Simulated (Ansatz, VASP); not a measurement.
# Cross-check of Ta12Al14O51 (aluminium tantalate glass 54Al2O3-46Ta2O5) between VASP and Ansatz, part 2 of 3

Aim: how closely do two programs agree when they are given the same cell, functional and k mesh? Of the first pair: The structure shown is the start of the Ansatz relaxation below; VASP solves that cell, so the two are compared at the walk's first step.

VASP 6.6.1 and Ansatz 0.2.0.

So far: The starting structure; Ansatz: relaxation, PBEsol.

**3. VASP: single point, PBEsol, start cell, pair 1**

Level of this step: PBEsol; plane waves and PAW (Al, Ta_pv, O) (VASP).

The same cell, functional and mesh now go to VASP, with its own data sets.

Lines of VASP's logs that name or quote its potential files are left out, and so is its time.

INCAR reads:

```
SYSTEM = Ta12Al14O51
PREC = Accurate
ENCUT = 520
EDIFF = 1E-06
NELM = 120
ISMEAR = 0
SIGMA = 0.01
LREAL = Auto
ALGO = Normal
GGA = PS
NBANDS = 296
LASPH = .TRUE.
LORBIT = 11
LWAVE = .FALSE.
LCHARG = .FALSE.
ISIF = 2
GGA_COMPAT = .FALSE.
EFERMI = MIDGAP
NCORE = 2
```

POSCAR reads:

```
Ta12Al14O51
1.0
   10.2900800000      0.0000000000      0.0000000000
    0.0000000000      9.6017600000      0.0000000000
    0.0000000000      0.0000000000     10.0141800000
Al Ta O
14 12 51
Direct
    0.5700344409      0.6884050424      0.3526798999
    0.7770201981      0.2035876756      0.2832683255
    0.6115793074      0.1554714969      0.5372881254
    0.3254493648      0.8606130543      0.2679001176
    0.5611132275      0.4116536968      0.4826555944
    0.2860619159      0.2052332072      0.5501598733
    0.3626793961      0.4420022996      0.7110117853
    0.4777416696      0.3853564347      0.1885626182
    0.0827787539      0.7320116312      0.5918707273
    0.5267500350      0.1034497842      0.1311640094
    0.8263686968      0.1502328740      0.7289663258
    0.4688496105      0.8976583460      0.8777952863
    0.0630024256      0.2932691507      0.3103998530
    0.2535062896      0.1137812234      0.1522840612
    0.5886251613      0.2683987102      0.8817596648
    0.6448637911      0.5928496442      0.7037620654
    0.8888074728      0.8320974488      0.8205963943
    0.9473298556      0.2109613238      0.0228276304
    0.1605526876      0.0122789989      0.8098815879
    0.7637161227      0.8969918015      0.5390755908
    0.4033399157      0.8599048508      0.5866281613
    0.7981862143      0.8815050574      0.1694696920
    0.2805128823      0.6155017413      0.0018074371
    0.0509617029      0.0068008365      0.4074322611
    0.0765105811      0.3808989185      0.7192800609
    0.0761412934      0.6466418657      0.2448927421
    0.7621709452      0.9517630101      0.7383430296
    0.9194000435      0.7312305244      0.1938451276
    0.5307344549      0.7837833897      0.7393116561
    0.1598724208      0.1936936562      0.4237790813
    0.6836001275      0.0590308443      0.2106313248
    0.0810780869      0.9737277332      0.5828934571
    0.9338897268      0.2854684974      0.6612823017
    0.6536683874      0.7726083551      0.2241122089
    0.0438577737      0.3389274466      0.9040580457
    0.1012722933      0.5956720435      0.0565098690
    0.9245797895      0.0332959791      0.1118314230
    0.4240880537      0.3019029845      0.8135563771
    0.5786058029      0.9724571329      0.5336732513
    0.4740682288      0.5337979704      0.6098751970
    0.6498588932      0.2028794721      0.7096437252
    0.5300541881      0.5044387696      0.3259577919
    0.1834096528      0.9760814684      0.2696875830
    0.2394053302      0.3864395694      0.6000091870
    0.0581530950      0.4741630701      0.3257480892
    0.6185277471      0.4679142157      0.8469689980
    0.0453932331      0.5621781840      0.6600240858
    0.3893847278      0.2264272383      0.2046398207
    0.3827958578      0.7731707520      0.9713326503
    0.5378675384      0.0573436537      0.9488445384
    0.9365038950      0.1721663528      0.3555358502
    0.7903534278      0.0962219426      0.5441783551
    0.2036038593      0.0567916715      0.9825667204
    0.7899258315      0.8471780174      0.9839148088
    0.6644263213      0.7225654463      0.5019881808
    0.7037943340      0.4659770709      0.5788591777
    0.3427475783      0.9545645798      0.7663932544
    0.0814085022      0.7696922231      0.4067532239
    0.6558452412      0.2686799087      0.3928529345
    0.4013282696      0.9789663562      0.1631686269
    0.8560477664      0.3080893503      0.1548204646
    0.8669806260      0.9174776291      0.3730709853
    0.1156453594      0.2352901968      0.1517847692
    0.3297836363      0.0209544917      0.5205518575
    0.2683555424      0.5301423906      0.8322598555
    0.4585872996      0.2617020213      0.5314663807
    0.1858003048      0.1795400010      0.7122899728
    0.4279364203      0.7872723334      0.3932923115
    0.7960385148      0.6622119278      0.7948029694
    0.2556734253      0.7071620203      0.2060478242
    0.2569367779      0.7480399427      0.6032845425
    0.9111105064      0.7938128010      0.6160264745
    0.9676406792      0.0535526820      0.8340972501
    0.5880809479      0.2880513573      0.0823232656
    0.3907355434      0.4939511090      0.0844702212
    0.7922484568      0.2216468647      0.9043975643
    0.0793871379      0.8171314426      0.8145449752
```

KPOINTS reads:

```
Automatic mesh
0
Gamma
1 1 1
0 0 0
```

PAW data sets: Al, Ta_pv and O (PBE family, release 64).

Started as:

```console
$ mpirun -np 8 vasp_gam
```

Numbers of over 12 decimals in the logs are rounded to 6 here.

The program printed:

```text
[banner, memory and clock lines left out]
running    8 mpi-ranks, on    1 nodes
[...]
|                                                                             |
|               ----> ADVICE to this user running VASP <----                  |
|                                                                             |
|     You enforced a specific xc type in the INCAR file but a different       |
|     [... a line on the potential file left out ...]
|     I HOPE YOU KNOW WHAT YOU ARE DOING!                                     |
|                                                                             |

 LDA part: xc-table for (Slater+PW92), standard interpolation
 POSCAR, INCAR and KPOINTS ok, starting setup
[...]
entering main loop
       N       E                     dE             d eps       ncg     rms          rms(c)
DAV:   1     0.531891807506E+04    0.53189E+04   -0.29367E+05   600   0.167E+03
DAV:   2    -0.264737277813E+03   -0.55837E+04   -0.53770E+04   720   0.460E+02
DAV:   3    -0.793867350695E+03   -0.52913E+03   -0.52456E+03   680   0.147E+02
DAV:   4    -0.807669071737E+03   -0.13802E+02   -0.13730E+02   696   0.248E+01
[...]
DAV:  17    -0.688281688867E+03   -0.96890E-05   -0.40703E-05   736   0.177E-02    0.130E-02
DAV:  18    -0.688281689701E+03   -0.83337E-06   -0.23519E-05   640   0.125E-02    0.420E-03
DAV:  19    -0.688281690458E+03   -0.75725E-06   -0.37966E-06   512   0.489E-03
   1 F= -.68828169E+03 E0= -.68828169E+03  d E =0.000000E+00
```

Parts of OUTCAR (step 3):

```text
  Total      -23.5701650    -24.0754989    -24.2278961     -4.1442459     -1.0262261     -2.9190855
  in kB      -38.1670167    -38.9853006    -39.2320763     -6.7107508     -1.6617613     -4.7268563
  external PRESSURE =     -38.7947979 kB  Pullay stress =       0.0000000 kB

 POSITION                                       TOTAL-FORCE (eV/Angst)
 -----------------------------------------------------------------------------------
      5.86570      6.60990      3.53180        -0.035059      0.011227      0.060208
      7.99560      1.95480      2.83670         0.006826     -0.085151     -0.021835
      6.29320      1.49280      5.38050         0.012294     -0.000442      0.010886
      3.34890      8.26340      2.68280        -0.034222     -0.011022      0.034499
      5.77390      3.95260      4.83340        -0.008044     -0.012645      0.002544
      2.94360      1.97060      5.50940        -0.033694     -0.012117      0.031843
      3.73200      4.24400      7.12020        -0.007634     -0.009594      0.002725
      4.91600      3.70010      1.88830         0.015662     -0.011936      0.015454
      0.85180      7.02860      5.92710        -0.029357      0.054352      0.038652
      5.42030      0.99330      1.31350         0.024306      0.022532     -0.023865
      8.50340      1.44250      7.30000         0.009950     -0.031434      0.012671
      4.82450      8.61910      8.79040        -0.020573      0.019367     -0.017445
      0.64830      2.81590      3.10840        -0.013486     -0.044449     -0.014638
      2.60860      1.09250      1.52500        -0.014942     -0.037453      0.011151
[...]
-----------------------------------------------------------------------------------
    total drift:                               -0.002849     -0.000264      0.013391

  FREE ENERGIE OF THE ION-ELECTRON SYSTEM (eV)
  ---------------------------------------------------
  free  energy   TOTEN  =      -688.2816904580 eV

  energy  without entropy=     -688.2816904580  energy(sigma->0) =     -688.28169046

[... 3 further parts left out ...]
[key lines of the parts left out:]
E-fermi :   3.2236
```

The run ends at a pressure of -3.88 GPa, with forces up to 0.21 eV/Å.

**4. Differences**

Known differences besides the potentials themselves: fixed occupations in Ansatz, narrow Gaussian smearing in VASP; the data sets hold 504 valence electrons in Ansatz (on its default PAW (the set named soft_2) files) and 480 in VASP; the cutoff is 420 eV in Ansatz and 520 eV in VASP (PREC = Accurate, projectors in real space); Ansatz makes its cores anew for this functional, VASP keeps those of its PBE data sets. Total energies have different zeros and are not compared.

Forces on 10 of the 77 atoms, those with the largest forces and the largest differences (eV/Å; atoms numbered as in POSCAR):

```
atom          Ansatz x, y, z           VASP x, y, z
Ta16  -0.016, -0.121, -0.060  -0.099, 0.096, -0.041
Ta21   -0.110, 0.083, -0.027    0.085, 0.005, 0.008
 O32    0.007, 0.023, -0.188   0.058, -0.025, 0.067
 O33     0.215, 0.062, 0.159   0.049, -0.048, 0.093
 O36     0.244, 0.101, 0.207    0.126, 0.061, 0.157
 O38     0.270, 0.011, 0.032   0.117, 0.042, -0.031
 O45    0.035, 0.211, -0.174   0.015, 0.066, -0.106
 O56    -0.211, 0.184, 0.182   -0.129, 0.042, 0.055
 O61   0.163, -0.269, -0.150  0.087, -0.184, -0.037
 O77   -0.175, 0.206, -0.112  -0.091, 0.143, -0.112
```

The forces differ by 63 meV/Å r.m.s., which is 92.9 % of the r.m.s. force of 0.068 eV/Å (both taken over all components).

**5. Ansatz: relaxation, PBEsol**

This run makes the geometry at which the two programs are then compared. The cell compared in this pair holds 957.96 Å³, against 989.43 Å³ for the pair before.

The structure compared here is the end of the Ansatz relaxation.

input.yaml reads:

```yaml
crystal:
  lattice:
    - [10.29008, 0.0, 0.0]
    - [0.0, 9.60176, 0.0]
    - [0.0, 0.0, 10.01418]
  atoms:
    - { symbol: Al, position: [0.57003, 0.6884, 0.35268] }
    - { symbol: Al, position: [0.77702, 0.20359, 0.28327] }
    - { symbol: Al, position: [0.61158, 0.15547, 0.53729] }
    - { symbol: Al, position: [0.32545, 0.86061, 0.2679] }
    - { symbol: Al, position: [0.56111, 0.41165, 0.48266] }
    - { symbol: Al, position: [0.28606, 0.20523, 0.55016] }
    - { symbol: Al, position: [0.36268, 0.442, 0.71101] }
    - { symbol: Al, position: [0.47774, 0.38536, 0.18856] }
    - { symbol: Al, position: [0.08278, 0.73201, 0.59187] }
    - { symbol: Al, position: [0.52675, 0.10345, 0.13116] }
    - { symbol: Al, position: [0.82637, 0.15023, 0.72897] }
    - { symbol: Al, position: [0.46885, 0.89766, 0.8778] }
    - { symbol: Al, position: [0.063, 0.29327, 0.3104] }
    - { symbol: Al, position: [0.25351, 0.11378, 0.15228] }
    - { symbol: Ta, position: [0.58863, 0.2684, 0.88176] }
    - { symbol: Ta, position: [0.64486, 0.59285, 0.70376] }
    - { symbol: Ta, position: [0.88881, 0.8321, 0.8206] }
    - { symbol: Ta, position: [0.94733, 0.21096, 0.02283] }
    - { symbol: Ta, position: [0.16055, 0.01228, 0.80988] }
    - { symbol: Ta, position: [0.76372, 0.89699, 0.53908] }
    - { symbol: Ta, position: [0.40334, 0.8599, 0.58663] }
    - { symbol: Ta, position: [0.79819, 0.88151, 0.16947] }
    - { symbol: Ta, position: [0.28051, 0.6155, 0.00181] }
    - { symbol: Ta, position: [0.05096, 0.0068, 0.40743] }
    - { symbol: Ta, position: [0.07651, 0.3809, 0.71928] }
    - { symbol: Ta, position: [0.07614, 0.64664, 0.24489] }
    - { symbol: O, position: [0.76217, 0.95176, 0.73834] }
    - { symbol: O, position: [0.9194, 0.73123, 0.19385] }
    - { symbol: O, position: [0.53073, 0.78378, 0.73931] }
    - { symbol: O, position: [0.15987, 0.19369, 0.42378] }
    - { symbol: O, position: [0.6836, 0.05903, 0.21063] }
    - { symbol: O, position: [0.08108, 0.97373, 0.58289] }
    - { symbol: O, position: [0.93389, 0.28547, 0.66128] }
    - { symbol: O, position: [0.65367, 0.77261, 0.22411] }
    - { symbol: O, position: [0.04386, 0.33893, 0.90406] }
    - { symbol: O, position: [0.10127, 0.59567, 0.05651] }
    - { symbol: O, position: [0.92458, 0.0333, 0.11183] }
    - { symbol: O, position: [0.42409, 0.3019, 0.81356] }
    - { symbol: O, position: [0.57861, 0.97246, 0.53367] }
    - { symbol: O, position: [0.47407, 0.5338, 0.60988] }
    - { symbol: O, position: [0.64986, 0.20288, 0.70964] }
    - { symbol: O, position: [0.53005, 0.50444, 0.32596] }
    - { symbol: O, position: [0.18341, 0.97608, 0.26969] }
    - { symbol: O, position: [0.23941, 0.38644, 0.60001] }
    - { symbol: O, position: [0.05815, 0.47416, 0.32575] }
    - { symbol: O, position: [0.61853, 0.46791, 0.84697] }
    - { symbol: O, position: [0.04539, 0.56218, 0.66002] }
    - { symbol: O, position: [0.38938, 0.22643, 0.20464] }
    - { symbol: O, position: [0.3828, 0.77317, 0.97133] }
    - { symbol: O, position: [0.53787, 0.05734, 0.94884] }
    - { symbol: O, position: [0.9365, 0.17217, 0.35554] }
    - { symbol: O, position: [0.79035, 0.09622, 0.54418] }
    - { symbol: O, position: [0.2036, 0.05679, 0.98257] }
    - { symbol: O, position: [0.78993, 0.84718, 0.98391] }
    - { symbol: O, position: [0.66443, 0.72257, 0.50199] }
    - { symbol: O, position: [0.70379, 0.46598, 0.57886] }
    - { symbol: O, position: [0.34275, 0.95456, 0.76639] }
    - { symbol: O, position: [0.08141, 0.76969, 0.40675] }
    - { symbol: O, position: [0.65585, 0.26868, 0.39285] }
    - { symbol: O, position: [0.40133, 0.97897, 0.16317] }
    - { symbol: O, position: [0.85605, 0.30809, 0.15482] }
    - { symbol: O, position: [0.86698, 0.91748, 0.37307] }
    - { symbol: O, position: [0.11565, 0.23529, 0.15178] }
    - { symbol: O, position: [0.32978, 0.02095, 0.52055] }
    - { symbol: O, position: [0.26836, 0.53014, 0.83226] }
    - { symbol: O, position: [0.45859, 0.2617, 0.53147] }
    - { symbol: O, position: [0.1858, 0.17954, 0.71229] }
    - { symbol: O, position: [0.42794, 0.78727, 0.39329] }
    - { symbol: O, position: [0.79604, 0.66221, 0.7948] }
    - { symbol: O, position: [0.25567, 0.70716, 0.20605] }
    - { symbol: O, position: [0.25694, 0.74804, 0.60328] }
    - { symbol: O, position: [0.91111, 0.79381, 0.61603] }
    - { symbol: O, position: [0.96764, 0.05355, 0.8341] }
    - { symbol: O, position: [0.58808, 0.28805, 0.08232] }
    - { symbol: O, position: [0.39074, 0.49395, 0.08447] }
    - { symbol: O, position: [0.79225, 0.22165, 0.9044] }
    - { symbol: O, position: [0.07939, 0.81713, 0.81454] }
kpoints:
  mp_grid: { grid: [1, 1, 1] }
hamiltonian:
  xc: pbesol
scf:
  occupations: { method: fixed }
output:
  forces: true
  stress: true
relax:
  f_tol: 0.04
  max_steps: 60
  cell: { stress_tol: 0.1, fix: [alpha, beta, gamma] }
```

Started as:

```console
$ ansatz run input.yaml --threads 4 --pin off --max-ram 15360MiB --backend cpu --events-out ev --progress --plain --runs-dir out
```

The program printed:

```text
[...]
Crystal: 77 atoms, lattice volume = 989.430 Å³
Basis set: ecut = 420 eV, 19303 PW (Γ), exchange–correlation on 144×144×144 points (8 copies of the dense FFT grid, shifted against one another)
Bands: 329, of which v1, the nominal top of the filled ones, is band 252 counted from 1 (251 counted from 0)
Symmetry: 1 space group operations
[...]
k-points: 1
[...]
- { symbol: O, position: [0.532858, 0.785137, 0.741419] }
    - { symbol: O, position: [0.158638, 0.191215, 0.422037] }
    - { symbol: O, position: [0.684672, 0.057823, 0.212733] }
    - { symbol: O, position: [0.083706, 0.971479, 0.588051] }
    - { symbol: O, position: [0.936627, 0.285870, 0.659752] }
    - { symbol: O, position: [0.653220, 0.773962, 0.224316] }
[...]
- { symbol: O, position: [0.591566, 0.287783, 0.086138] }
    - { symbol: O, position: [0.388586, 0.488784, 0.082042] }
    - { symbol: O, position: [0.792819, 0.223451, 0.905254] }
    - { symbol: O, position: [0.079786, 0.815120, 0.807297] }
[key lines of the parts left out:]
P = ⅓ Tr σ = -0.0391 GPa (-0.391 kbar)
```

[end of part 2 of 3]

[Lines on the potential files, build, host, timing and source positions are cut from VASP's logs without a mark.]

[Logs are printed without paths, hosts, clocks, repeated set-up lines and the standing remarks that a program may print on its own settings, such as how far it seeks lower states.]

[Hosts, paths, dates, database ids (printed as entryN), source tags and the programs' standing remarks are cut or masked in the printed files.]
